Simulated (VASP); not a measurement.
A run of VASP 6.6.1 is set up as follows.

File INCAR:

```
SYSTEM = MgH12Cl2O6
PREC = Accurate
ENCUT = 520
EDIFF = 1E-6
ISMEAR = -1
SIGMA = 0.02
LREAL = Auto
LASPH = .True.
NELM = 100
ALGO = Normal
ISIF = 2
LWAVE = .False.
LCHARG = .True.
GGA = PE
IVDW = 12
LELF = .True.
LVHAR = .True.
NBANDS = 48
```

File KPOINTS:

```
Automatic mesh
0
Gamma
  1 1 1
  0 0 0
```

Contents of POSCAR:

```
MgH12Cl2O6
1.0
    6.4680880000      0.0000000000      0.0000000000
    0.0000000000      6.4680880000      0.0000000000
    0.0000000000      0.0000000000      6.4680880000
O H Mg Cl
6 12 1 2
Direct
    0.8070854942      1.0488261755      0.5236787131
    0.5114958238      0.4305909258      0.5537030418
    0.1573880875      0.1666798596      0.1288325082
    0.0899802229      0.3440738592      0.4664438703
    0.2312429887      0.6916417958      1.0454712428
    0.7305559232     -0.2259091095      0.8226233162
    0.6792733803      1.1322356777      0.5317954858
    0.9156183404      1.1494896173      0.5393866008
    0.3766646341      0.3739899643      0.5172780581
    0.5107691794      0.5625619194      0.4826001130
    0.0644239843      0.2459614031      0.0312302492
    0.3017274966      0.2113916817      0.0802246352
    0.1135729755      0.2882768447      0.3186567653
    0.0225878188      0.4783484702      0.4464224977
    0.1570634166      0.8190519362      1.0150294801
    0.2441679829      0.6993256740      1.1962422280
    0.7788236647     -0.1632630849      0.9494459568
    0.7334315798     -0.1216433666      0.7048605399
    0.4717468284      0.6030839407      0.8125275970
    0.3567360246      0.8568065246      0.5861855930
    0.6024191384      0.3571998402      0.0739012827
```

Potentials or basis: VASP PAW PBE potentials, release 64 (O, H, Mg, Cl).

The run is started by

```sh
$ cat potpaw_PBE.64/O/POTCAR potpaw_PBE.64/H/POTCAR potpaw_PBE.64/Mg/POTCAR potpaw_PBE.64/Cl/POTCAR > POTCAR
$ mpirun -np 1 vasp_gam > vasp.out
```

What does it give for the largest force?

2.211 eV/Å.

Estimate the pressure.

0.3 GPa.

Predict the dispersion energy per atom.

-0.050 eV.

Estimate the band gap on the k mesh.

4.00 eV, direct.

Stress tensor (GPa, compression positive):
```
 0.06  1.09  0.61
 1.09  0.64 -0.02
 0.61 -0.02  0.30
```
